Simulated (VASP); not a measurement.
Data:

```
SrVO3
1.0
    3.85333     0.00000     0.00000
    0.00000     3.85333     0.00000
    0.00000     0.00000     3.85333
Sr V O
1 1 3
Direct
  0.00000   0.00000   0.00000
  0.50000   0.50000   0.50000
  0.50000   0.00000   0.50000
  0.00000   0.50000   0.50000
  0.50000   0.50000   0.00000
```

The numbers are results of PBEsol GGA, VASP's PBE PAW potentials (set 64) (plane waves; VASP), not measurements. Run with 520 eV cut-off, 8×8×8 Γ-centred mesh, first-order Methfessel-Paxton smearing of 0.10 eV, potentials Sr_sv V_sv O.

Problem. What does the run give for the energy per atom (σ→0), pressure, band gap (on the k-mesh) with the smallest direct gap where there is one?

Solution. 
- band gap (on the k-mesh): none (metal, semimetal or under 0.01 eV)
- energy per atom (σ→0): -8.271 eV/atom
- pressure: -5.56 GPa

The compound is SrVO3 in the cubic perovskite structure. This cell is one point of a volume scan, at 1.03 of the reference volume. The run is not spin-polarised, so no magnetic state was tried. The electron count is odd and the run is not spin-polarised, which forces a metal.
